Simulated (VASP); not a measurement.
**Germanium: the relaxed cell at several levels of theory**

Which functional gives which lattice for Germanium? The starting structure is a measured crystal structure from the Crystallography Open Database. The first relaxation on each setting starts from this cell expanded by 3 % in volume.

Program: VASP 6.6.1. Level of theory: Kohn-Sham DFT with plane waves and PAW; PBEsol, LDA, PBE, PBEsol + D3(BJ), r2SCAN, r2SCAN + rVV10, optB86b-vdW and RPBE. Results are calculated unless marked as measured.

## Step 1: Starting point

It takes space group Fd-3m (No. 227, cubic). The conventional cell has a = 5.658 Å, b = 5.658 Å, c = 5.658 Å, α = 90.00°, β = 90.00°, γ = 90.00°. Nearest to Ge lie 4 Ge at 2.45 Å.

Coordinates:

```xyz
2
Lattice="0.0000 2.8289 2.8289 2.8289 0.0000 2.8289 2.8289 2.8289 0.0000" Properties=species:S:1:pos:R:3 pbc="T T T"
Ge    4.2434    4.2434    4.2434
Ge    2.8289    2.8289    2.8289
```

## Step 2: Relaxation with PBEsol

PBEsol restores the gradient expansion of exchange and is tuned for the cells of solids.

INCAR reads:

```
SYSTEM = Ge
PREC = Accurate
ENCUT = 450
EDIFF = 1E-06
NELM = 100
ISMEAR = 1
SIGMA = 0.15
LREAL = .FALSE.
ALGO = Normal
GGA = PS
NBANDS = 20
LORBIT = 11
LWAVE = .FALSE.
LCHARG = .FALSE.
KPAR = 2
IBRION = 2
NSW = 50
ISIF = 3
EDIFFG = -0.004
```

POSCAR reads:

```
Ge
1.0
    0.0000000000      2.8569208316      2.8569208316
    2.8569208316      0.0000000000      2.8569208316
    2.8569208316      2.8569208316      0.0000000000
Ge
2
Direct
    0.7500000000      0.7500000000      0.7500000000
    0.5000000000      0.5000000000      0.5000000000
```

KPOINTS reads:

```
Automatic mesh
0
Gamma
14 14 14
0 0 0
```

The projector-augmented-wave data sets are Ge_d (PBE family, release 64).

Started as:

```sh
$ mpirun -np 2 vasp_std
```

Output:

```text
[banner, memory and clock lines left out]
running    2 mpi-ranks, on    1 nodes
 distrk:  each k-point on    1 cores,    2 groups
 distr:  one band on    1 cores,    1 groups

 POSCAR found type information on POSCAR Ge
 POSCAR found :  1 types and       2 ions
|                                                                             |
|               ----> ADVICE to this user running VASP <----                  |
|                                                                             |
|     You enforced a specific xc type in the INCAR file but a different       |
|     [... a line on the potential file left out ...]
|     I HOPE YOU KNOW WHAT YOU ARE DOING!                                     |
|                                                                             |

 LDA part: xc-table for (Slater+PW92), standard interpolation
 POSCAR, INCAR and KPOINTS ok, starting setup
 FFT: planning ... GRIDC
 FFT: planning ... GRID_SOFT
 FFT: planning ... GRID
 WAVECAR not read
 entering main loop
       N       E                     dE             d eps       ncg     rms          rms(c)
DAV:   1     0.174912839162E+03    0.17491E+03   -0.13931E+04  4472   0.349E+03
DAV:   2     0.147976412321E+02   -0.16012E+03   -0.15572E+03  4172   0.559E+02
DAV:   3    -0.922836584321E+01   -0.24026E+02   -0.23850E+02  4680   0.141E+02
DAV:   4    -0.999578404789E+01   -0.76742E+00   -0.76694E+00  4696   0.296E+01
DAV:   5    -0.100085588512E+02   -0.12775E-01   -0.12774E-01  4644   0.417E+00    0.313E+00
DAV:   6    -0.991775602755E+01    0.90803E-01   -0.33370E-02  5580   0.238E+00    0.179E+00
DAV:   7    -0.987181078464E+01    0.45945E-01   -0.56824E-02  4596   0.254E+00    0.158E-01
DAV:   8    -0.987271367135E+01   -0.90289E-03   -0.64035E-03  4652   0.119E+00    0.485E-02
DAV:   9    -0.987282950593E+01   -0.11583E-03   -0.27631E-04  4844   0.256E-01    0.107E-02
DAV:  10    -0.987284343550E+01   -0.13930E-04   -0.22537E-05  4672   0.444E-02    0.521E-03
DAV:  11    -0.987284470291E+01   -0.12674E-05   -0.55322E-06  5592   0.370E-02    0.153E-03
DAV:  12    -0.987284433898E+01    0.36393E-06   -0.87421E-07  2780   0.186E-02
   1 F= -.98728443E+01 E0= -.98728458E+01  d E =-.987284E+01
[...]
2 F= -.98780945E+01 E0= -.98781620E+01  d E =-.525016E-02
[...]
3 F= -.98790931E+01 E0= -.98791460E+01  d E =-.624875E-02
[...]
4 F= -.98790862E+01 E0= -.98791376E+01  d E =-.624190E-02
 curvature:  -0.35 expect dE=-0.315E-04 dE for cont linesearch -0.315E-04
 ZBRENT: interpolating
 opt :   0.7118  next Energy=    -9.879098 (dE=-0.625E-02)
 bond charge predicted
       N       E                     dE             d eps       ncg     rms          rms(c)
DAV:   1    -0.987922320339E+01   -0.13695E-03   -0.17255E-03  5724   0.799E-01    0.672E-02
DAV:   2    -0.987912423516E+01    0.98968E-04   -0.12754E-04  5448   0.222E-01    0.332E-02
DAV:   3    -0.987909453543E+01    0.29700E-04   -0.47776E-05  5596   0.118E-01    0.787E-03
DAV:   4    -0.987909334701E+01    0.11884E-05   -0.55374E-06  4480   0.454E-02    0.160E-03
DAV:   5    -0.987909322748E+01    0.11954E-06   -0.32883E-07  2148   0.110E-02
   5 F= -.98790932E+01 E0= -.98791455E+01  d E =-.624889E-02
 curvature:  -0.06 expect dE=-0.110E-06 dE for cont linesearch -0.110E-06
 trial: gam= 0.00000 g(F)=  0.229E-44 g(S)=  0.190E-05 ort =-0.181E-03 (trialstep = 0.942E+00)
 search vector abs. value=  0.190E-05
 reached required accuracy - stopping structural energy minimisation
```

Run time: 60 s. Hardware: 2 MPI ranks of AMD EPYC 9R45, shared host; peak memory 0.36 GiB; 2 min of CPU time.

The logs omit lines about the potential files and the build; timing stands in the text.

OUTCAR, selected parts (step 2):

```text
ion  position               nearest neighbor table
   1  0.750  0.750  0.750-   2 2.47   2 2.47   2 2.47   2 2.47
   2  0.500  0.500  0.500-   1 2.47   1 2.47   1 2.47   1 2.47

  LATTYP: Found a face centered cubic cell.
 ALAT       =     5.7138416632

 Subroutine GETGRP returns: Found 48 space group operations
 (whereof 24 operations were pure point group operations)

The static configuration has the point symmetry T_d .
 The point group associated with its full space group is O_h .

 Found    104 irreducible k-points:

   k-points           NKPTS =    104   k-points in BZ     NKDIM =    104   number of bands    NBANDS=     20

   dimension x,y,z NGX =    28 NGY =   28 NGZ =   28
   dimension x,y,z NGXF=    56 NGYF=   56 NGZF=   56

   ENCUT  =  450.0 eV  33.07 Ry    5.75 a.u.   6.99  6.99  6.99*2*pi/ulx,y,z

   NELECT =      28.0000    total number of electrons

 k-points in reciprocal lattice and weights: Automatic mesh
   0.00000000  0.00000000  0.00000000       0.000
   0.07142857  0.00000000  0.00000000       0.003
   0.14285714  0.00000000  0.00000000       0.003
   0.21428571  0.00000000  0.00000000       0.003
   0.28571429  0.00000000  0.00000000       0.003
   0.35714286  0.00000000  0.00000000       0.003
   0.42857143  0.00000000  0.00000000       0.003
   0.50000000  0.00000000  0.00000000       0.001
   0.07142857  0.07142857  0.00000000       0.002
[...]
-0.28571429  0.42857143  0.21428571       0.009
  -0.28571429  0.50000000  0.21428571       0.004

 average (electrostatic) potential at core
       1 -74.2003       2 -74.2003

 E-fermi :   4.8313

 k-point     1 :       0.0000    0.0000    0.0000
  band No.  band energies     occupation
    ...
     11      -7.9444      2.00000
     12       4.7738      1.59873
     13       4.8157      1.17502
     14       4.8157      1.17488
     15       4.8157      1.17488
     16       7.3529     -0.00000
     17       7.3529     -0.00000
     18       7.3529     -0.00000
     19      11.0285      0.00000
     20      14.2887      0.00000

 k-point     2 :       0.0714    0.0000    0.0000
  band No.  band energies     occupation
    ...
     10     -19.6736      2.00000
     11      -7.8821      2.00000
     12       3.4872      2.00000
     13       4.6898      2.03639
     14       4.6898      2.03637
     15       5.6695     -0.00000
     16       7.5208     -0.00000
     17       7.5208     -0.00000
     18       7.6192     -0.00000
     19      11.3795      0.00000
    ...

 k-point     3 :       0.1429    0.0000    0.0000
  band No.  band energies     occupation
    ...
     10     -19.6664      2.00000
     11      -7.6969      2.00000
     12       2.0920      2.00000
     13       4.4022      2.00040
     14       4.4023      2.00040
     15       5.7792     -0.00000
     16       7.9046      0.00000
     17       7.9046      0.00000
     18       8.5278      0.00000
     19      12.2013      0.00000
    ...

  Total        0.0051189      0.0051189      0.0051189      0.0000000      0.0000000     -0.0000000
  in kB        0.1803585      0.1803585      0.1803585      0.0000000      0.0000000     -0.0000000
  external PRESSURE =       0.1803585 kB  Pullay stress =       0.0000000 kB

  energy-cutoff  :      450.00
  volume of cell :       45.47
      direct lattice vectors                 reciprocal lattice vectors
     0.000000000  2.832958555  2.832958555    -0.176493934  0.176493934  0.176493934
     2.832958555 -0.000000000  2.832958555     0.176493934 -0.176493934  0.176493934
     2.832958555  2.832958555  0.000000000     0.176493934  0.176493934 -0.176493934

 POSITION                                       TOTAL-FORCE (eV/Angst)
 -----------------------------------------------------------------------------------
      4.24944      4.24944      4.24944         0.000000      0.000000      0.000000
      2.83296      2.83296      2.83296        -0.000000     -0.000000     -0.000000
 -----------------------------------------------------------------------------------
    total drift:                                0.000000      0.000000      0.000000

  FREE ENERGIE OF THE ION-ELECTRON SYSTEM (eV)
  ---------------------------------------------------
  free  energy   TOTEN  =        -9.8790932275 eV

  energy  without entropy=       -9.8792499149  energy(sigma->0) =       -9.87914546

 reached required accuracy - stopping structural energy minimisation

 total charge
# of ion       s       p       d       tot
------------------------------------------
    1        1.129   1.254  10.024  12.407
    2        1.129   1.254  10.024  12.407
--------------------------------------------------
tot          2.258   2.508  20.048  24.814

[... 3 further parts left out ...]
```

CONTCAR:

```
Ge
   1.00000000000000
     0.0000000000000000    2.8329585554896268    2.8329585554896268
     2.8329585554896268   -0.0000000000000000    2.8329585554896268
     2.8329585554896268    2.8329585554896268    0.0000000000000000
  Ge
     2
Direct
     0.7500000000000000    0.7500000000000000    0.7500000000000000
     0.5000000000000000    0.5000000000000000    0.5000000000000000
```

The PAW data sets were made with PBE, which is usual practice but a small mismatch for other functionals. The run keeps the 48 symmetry operations of its start, so it cannot find a distortion of lower symmetry.

With PBEsol the relaxed cell holds 22.736 Å³ an atom, +0.43 % against the measured cell, with a = 5.666 Å. Pressures at 0.985 and 1.015 times this volume, from two more relaxations that aren't shown, give a bulk modulus of 67.7 GPa.

## Step 3: Relaxation with LDA

LDA, the lowest rung, knows the local density alone. This run starts from the cell of an earlier relaxation, which isn't shown; the restart sets up the plane waves anew.

Edit INCAR of step 2 so:

```diff
@@ -9,3 +9,3 @@
 ALGO = Normal
-GGA = PS
+GGA = CA
 NBANDS = 20
```

POSCAR reads:

```
Ge
1.0
    0.0000000000      2.8102493298      2.8102493298
    2.8102493298      0.0000000000      2.8102493298
    2.8102493298      2.8102493298      0.0000000000
Ge
2
Direct
    0.7500000000      0.7500000000      0.7500000000
    0.5000000000      0.5000000000      0.5000000000
```

KPOINTS is that of step 2.

Potentials, in the order of the species: Ge_d (LDA family, release 64).

Started as:

```sh
$ mpirun -np 2 vasp_std
```

Output:

```text
[banner, memory and clock lines left out]
running    2 mpi-ranks, on    1 nodes
[...]
LDA part: xc-table for (Slater(with rela. corr.)+CA(PZ))
 , standard interpolation
 POSCAR, INCAR and KPOINTS ok, starting setup
[...]
entering main loop
       N       E                     dE             d eps       ncg     rms          rms(c)
DAV:   1     0.176726997345E+03    0.17673E+03   -0.13985E+04  4464   0.352E+03
DAV:   2     0.138790118399E+02   -0.16285E+03   -0.15871E+03  4172   0.557E+02
DAV:   3    -0.981994581971E+01   -0.23699E+02   -0.23552E+02  4728   0.140E+02
DAV:   4    -0.105616349427E+02   -0.74169E+00   -0.74131E+00  4604   0.292E+01
[...]
DAV:   9    -0.103910128521E+02   -0.39927E-04   -0.86581E-05  4768   0.951E-02    0.132E-02
DAV:  10    -0.103910093906E+02    0.34615E-05   -0.92305E-06  5616   0.447E-02    0.426E-03
DAV:  11    -0.103910093098E+02    0.80737E-07   -0.90359E-07  3176   0.824E-03
   1 F= -.10391009E+02 E0= -.10391070E+02  d E =-.103910E+02
[...]
reached required accuracy - stopping structural energy minimisation
```

Elapsed: 17 s, on 2 MPI ranks; peak memory 0.32 GiB; 33 s of CPU time.

From OUTCAR (step 3):

```text
  Total       -0.0053231     -0.0053231     -0.0053231     -0.0000000      0.0000000      0.0000000
  in kB       -0.1921366     -0.1921366     -0.1921366     -0.0000000      0.0000000      0.0000000
  external PRESSURE =      -0.1921366 kB  Pullay stress =       0.0000000 kB

 POSITION                                       TOTAL-FORCE (eV/Angst)
 -----------------------------------------------------------------------------------
      4.21537      4.21537      4.21537        -0.000000      0.000000     -0.000000
      2.81025      2.81025      2.81025         0.000000     -0.000000      0.000000
 -----------------------------------------------------------------------------------
    total drift:                                0.000000      0.000000      0.000000

  FREE ENERGIE OF THE ION-ELECTRON SYSTEM (eV)
  ---------------------------------------------------
  free  energy   TOTEN  =       -10.3910093098 eV

  energy  without entropy=      -10.3911903661  energy(sigma->0) =      -10.39106966

[... 2 parts as in an earlier step ...]

[... 2 further parts left out ...]
[key lines of the parts left out:]
E-fermi :   4.9428
```

With LDA the relaxed cell holds 22.194 Å³ an atom, -1.97 % against the measured cell, with a = 5.620 Å. That is -2.39 % from PBEsol. Pressures at 0.985 and 1.015 times this volume, from two more relaxations that aren't shown, give a bulk modulus of 73.0 GPa.

## Step 4: Relaxation with PBE

PBE, the usual starting point, adds the gradient of the density.

Edit INCAR of step 3 so:

```diff
@@ -9,3 +9,3 @@
 ALGO = Normal
-GGA = CA
+GGA = PE
 NBANDS = 20
```

POSCAR reads:

```
Ge
1.0
    0.0000000000      2.8569208316      2.8569208316
    2.8569208316      0.0000000000      2.8569208316
    2.8569208316      2.8569208316      0.0000000000
Ge
2
Direct
    0.7500000000      0.7500000000      0.7500000000
    0.5000000000      0.5000000000      0.5000000000
```

KPOINTS is that of step 3.

Potentials, in the order of the species: Ge_d (PBE family, release 64).

Started as:

```sh
$ mpirun -np 2 vasp_std
```

Output:

```text
[banner, memory and clock lines left out]
running    2 mpi-ranks, on    1 nodes
[...]
LDA part: xc-table for (Slater+PW92), standard interpolation
 POSCAR, INCAR and KPOINTS ok, starting setup
[...]
entering main loop
       N       E                     dE             d eps       ncg     rms          rms(c)
DAV:   1     0.175985780408E+03    0.17599E+03   -0.13959E+04  4472   0.350E+03
DAV:   2     0.156604068150E+02   -0.16033E+03   -0.15594E+03  4172   0.561E+02
DAV:   3    -0.832960525259E+01   -0.23990E+02   -0.23813E+02  4680   0.141E+02
DAV:   4    -0.909542863455E+01   -0.76582E+00   -0.76535E+00  4688   0.295E+01
[...]
DAV:  10    -0.903022185089E+01   -0.31680E-04   -0.62293E-05  4708   0.858E-02    0.580E-03
DAV:  11    -0.903022348987E+01   -0.16390E-05   -0.82866E-06  5632   0.534E-02    0.154E-03
DAV:  12    -0.903022361201E+01   -0.12214E-06   -0.50131E-07  2872   0.140E-02
   1 F= -.90302236E+01 E0= -.90302679E+01  d E =-.903022E+01
[... from here on, the cycles between the ionic steps are left out ...]
   2 F= -.90330674E+01 E0= -.90330519E+01  d E =-.284383E-02
   3 F= -.90335246E+01 E0= -.90335253E+01  d E =-.330101E-02
   4 F= -.90335210E+01 E0= -.90335245E+01  d E =-.329738E-02
   5 F= -.90335262E+01 E0= -.90335281E+01  d E =-.330260E-02
[...]
reached required accuracy - stopping structural energy minimisation
```

The job ended after 60 s (2 MPI ranks; peak memory 0.36 GiB; 2 min of CPU time).

From OUTCAR (step 4):

```text
  Total       -0.0074362     -0.0074362     -0.0074362     -0.0000000      0.0000000      0.0000000
  in kB       -0.2507068     -0.2507068     -0.2507068     -0.0000000      0.0000000      0.0000000
  external PRESSURE =      -0.2507068 kB  Pullay stress =       0.0000000 kB

 POSITION                                       TOTAL-FORCE (eV/Angst)
 -----------------------------------------------------------------------------------
      4.31235      4.31235      4.31235         0.000000     -0.000000      0.000000
      2.87490      2.87490      2.87490        -0.000000      0.000000     -0.000000
 -----------------------------------------------------------------------------------
    total drift:                                0.000000      0.000000      0.000000

  FREE ENERGIE OF THE ION-ELECTRON SYSTEM (eV)
  ---------------------------------------------------
  free  energy   TOTEN  =        -9.0335262111 eV

  energy  without entropy=       -9.0335319158  energy(sigma->0) =       -9.03352811

[... 2 parts as in an earlier step ...]

[... 2 further parts left out ...]
[key lines of the parts left out:]
E-fermi :   4.5225
```

With PBE the relaxed cell holds 23.761 Å³ an atom, +4.96 % against the measured cell, with a = 5.750 Å. That is +4.51 % from PBEsol. Pressures at 0.985 and 1.015 times this volume, from two more relaxations that aren't shown, give a bulk modulus of 60.2 GPa.

## Step 5: Relaxation with PBEsol + D3(BJ)

D3 with Becke-Johnson damping keeps a finite attraction at short range. This run starts from the cell of an earlier relaxation, which isn't shown; the restart sets up the plane waves anew.

Edit INCAR of step 4 so:

```diff
@@ -9,3 +9,4 @@
 ALGO = Normal
-GGA = PE
+GGA = PS
+IVDW = 12
 NBANDS = 20
```

POSCAR reads:

```
Ge
1.0
    0.0000000000      2.8086017134      2.8086017134
    2.8086017134      0.0000000000      2.8086017134
    2.8086017134      2.8086017134      0.0000000000
Ge
2
Direct
    0.7500000000      0.7500000000      0.7500000000
    0.5000000000      0.5000000000      0.5000000000
```

KPOINTS is that of step 4.

Started as:

```sh
$ mpirun -np 2 vasp_std
```

Output:

```text
[banner, memory and clock lines left out]
running    2 mpi-ranks, on    1 nodes
[...]
[... a notice as in an earlier step ...]

 LDA part: xc-table for (Slater+PW92), standard interpolation
 POSCAR, INCAR and KPOINTS ok, starting setup
[...]
entering main loop
       N       E                     dE             d eps       ncg     rms          rms(c)
DAV:   1     0.174357144515E+03    0.17436E+03   -0.13888E+04  4512   0.355E+03
DAV:   2     0.139774396124E+02   -0.16038E+03   -0.15581E+03  4168   0.553E+02
DAV:   3    -0.930415587705E+01   -0.23282E+02   -0.23136E+02  4692   0.139E+02
DAV:   4    -0.100142099858E+02   -0.71005E+00   -0.70959E+00  4684   0.289E+01
[...]
DAV:  10    -0.986837999714E+01   -0.10401E-04   -0.18401E-05  4676   0.412E-02    0.530E-03
DAV:  11    -0.986838131069E+01   -0.13136E-05   -0.40447E-06  5136   0.301E-02    0.132E-03
DAV:  12    -0.986838095405E+01    0.35664E-06   -0.70176E-07  2732   0.169E-02
   1 F= -.10426796E+02 E0= -.10426883E+02  d E =-.104268E+02
[... from here on, the cycles between the ionic steps are left out ...]
   2 F= -.10426811E+02 E0= -.10426899E+02  d E =-.145569E-04
   3 F= -.10426822E+02 E0= -.10426910E+02  d E =-.262173E-04
   4 F= -.10426821E+02 E0= -.10426908E+02  d E =-.244829E-04
   5 F= -.10426817E+02 E0= -.10426905E+02  d E =-.206020E-04
   6 F= -.10426814E+02 E0= -.10426902E+02  d E =-.178702E-04
   7 F= -.10426816E+02 E0= -.10426904E+02  d E =-.201408E-04
   8 F= -.10426815E+02 E0= -.10426903E+02  d E =-.187526E-04
   9 F= -.10426804E+02 E0= -.10426891E+02  d E =0.105803E-04
  10 F= -.10426822E+02 E0= -.10426909E+02  d E =-.688994E-05
  11 F= -.10426821E+02 E0= -.10426908E+02  d E =-.574106E-05
[...]
reached required accuracy - stopping structural energy minimisation
```

Elapsed: 96 s, on 2 MPI ranks; peak memory 0.37 GiB.

From OUTCAR (step 5):

```text
 Edisp (eV)   -0.55917

 Edisp (eV)   -0.55906

  Total       0.00763     0.00763     0.00763    -0.00000     0.00000    -0.00000
  in kB       0.27639     0.27639     0.27639    -0.00000     0.00000    -0.00000
  external pressure =        0.28 kB  Pullay stress =        0.00 kB

 POSITION                                       TOTAL-FORCE (eV/Angst)
 -----------------------------------------------------------------------------------
      4.21123      4.21123      4.21123         0.000000      0.000000      0.000000
      2.80749      2.80749      2.80749        -0.000000     -0.000000     -0.000000
 -----------------------------------------------------------------------------------
    total drift:                                0.000000      0.000000      0.000000

  FREE ENERGIE OF THE ION-ELECTRON SYSTEM (eV)
  ---------------------------------------------------
  free  energy   TOTEN  =       -10.4268206030 eV

  energy  without entropy=      -10.4270831036  energy(sigma->0) =      -10.42690810

[... 2 parts as in an earlier step ...]

[... 2 further parts left out ...]
[key lines of the parts left out:]
E-fermi :   5.1411
```

Logs of long relaxations may skip ionic steps without a mark.

With PBEsol + D3(BJ) the relaxed cell holds 22.129 Å³ an atom, -2.25 % against the measured cell, with a = 5.615 Å. That is -2.67 % from PBEsol. Pressures at 0.985 and 1.015 times this volume, from two more relaxations that aren't shown, give a bulk modulus of 73.3 GPa.

(Part 1 of 2 ends here.)

[Lines on the potential files, build, host, timing and source positions are cut from VASP's logs without a mark.]

[Logs are printed without paths, hosts, clocks, repeated set-up lines and the standing remarks that a program may print on its own settings, such as how far it seeks lower states.]

[Hosts, paths, dates, database ids (printed as entryN), source tags and the programs' standing remarks are cut or masked in the printed files.]
